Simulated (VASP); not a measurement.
```xyz
8
Lattice="0.0000 2.5327 2.5327 2.5327 0.0000 2.5327 10.1223 10.1223 0.0083" Properties=species:S:1:pos:R:3 pbc="T T T"
Be    10.0667    10.0667     0.0639
Be     2.5141     2.5141     0.0186
Be     7.6100     7.6100     5.0533
Be    10.1804    10.1804     5.0155
Se     1.2331     1.2331     1.2996
Se     3.7955     3.7955     1.2698
Se     6.3603     6.3603     1.2377
S      8.8577     8.8577     1.2729
```

All values below come from PBEsol GGA, VASP's PBE PAW potentials (set 64) (plane waves; VASP). Numerical set-up: 400 eV cut-off, Gaussian smearing of 0.050 eV, potentials Be Se S.

**Question.** Give the energies of bands 7 to 20 at the high-symmetry points, in eV from the valence-band maximum.

**Answer.** 
```json
[
 {"band": "7", "Γ": "-3.50", "T": "-1.66", "H2": "-4.91", "L": "-5.10", "S0": "-4.94", "F": "-5.16"},
 {"band": "8", "Γ": "-1.67", "T": "-1.66", "H2": "-4.75", "L": "-4.98", "S0": "-4.76", "F": "-5.07"},
 {"band": "9", "Γ": "-1.67", "T": "-1.59", "H2": "-4.33", "L": "-3.38", "S0": "-4.36", "F": "-3.31"},
 {"band": "10", "Γ": "-0.77", "T": "-1.36", "H2": "-4.23", "L": "-3.22", "S0": "-4.09", "F": "-3.07"},
 {"band": "11", "Γ": "-0.77", "T": "-0.85", "H2": "-3.79", "L": "-3.00", "S0": "-3.94", "F": "-3.04"},
 {"band": "12", "Γ": "-0.52", "T": "-0.85", "H2": "-3.69", "L": "-2.47", "S0": "-3.63", "F": "-2.81"},
 {"band": "13", "Γ": "-0.52", "T": "-0.34", "H2": "-2.62", "L": "-2.04", "S0": "-2.66", "F": "-2.26"},
 {"band": "14", "Γ": "-0.17", "T": "-0.34", "H2": "-2.38", "L": "-1.89", "S0": "-2.35", "F": "-1.98"},
 {"band": "15", "Γ": "0.00", "T": "-0.10", "H2": "-2.19", "L": "-1.60", "S0": "-2.23", "F": "-1.22"},
 {"band": "16", "Γ": "0.00", "T": "-0.10", "H2": "-2.10", "L": "-1.37", "S0": "-2.05", "F": "-1.16"},
 {"band": "17", "Γ": "3.96", "T": "4.02", "H2": "4.13", "L": "2.90", "S0": "4.02", "F": "2.39"},
 {"band": "18", "Γ": "4.58", "T": "4.58", "H2": "4.23", "L": "3.11", "S0": "4.53", "F": "3.81"},
 {"band": "19", "Γ": "4.65", "T": "4.66", "H2": "5.09", "L": "4.66", "S0": "4.64", "F": "4.07"},
 {"band": "20", "Γ": "4.67", "T": "4.75", "H2": "5.17", "L": "4.81", "S0": "5.51", "F": "4.16"}
]
```

The gap is indirect, 2.39 eV, from the valence maximum at Γ to the conduction minimum at F.

The structure was generated: Be4SSe3 was put into an ordered model structure (R3m), which need not be its known phase. It was relaxed first.
